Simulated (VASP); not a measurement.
Here is the system:

```
CdS
1.0
    4.03417     0.00000     0.00000
   -2.01709     3.49369     0.00000
    0.00000     0.00000     6.58365
Cd S
2 2
Cartesian
  0.00000   2.32913   6.58222
  2.01709   1.16456   3.29040
  0.00000   2.32913   2.47030
  2.01709   1.16456   5.76212
```

Computed with PBEsol GGA, VASP's PBE PAW potentials (set 64) (plane waves; VASP). Numerical set-up: 500 eV cut-off, 6×6×4 Γ-centred mesh, Gaussian smearing of 0.050 eV, potentials Cd S.

Question: Predict the energy per atom (σ→0), pressure, band gap (on the k-mesh) with the smallest direct gap where there is one.

Answer: 
```
Item                                         Result
-----------------------------------  --------------
band gap (on the k-mesh)                    1.23 eV
smallest direct gap (on the k-mesh)         1.23 eV
energy per atom (σ→0)                -3.383 eV/atom
pressure                                   4.98 GPa
```

The absolute energy has meaning only against runs of the same code, potentials and settings.

The structure was generated: CdS was put into the wurtzite type (P6_3mc), which need not be its known phase. It was relaxed first under an external pressure of 5 GPa.
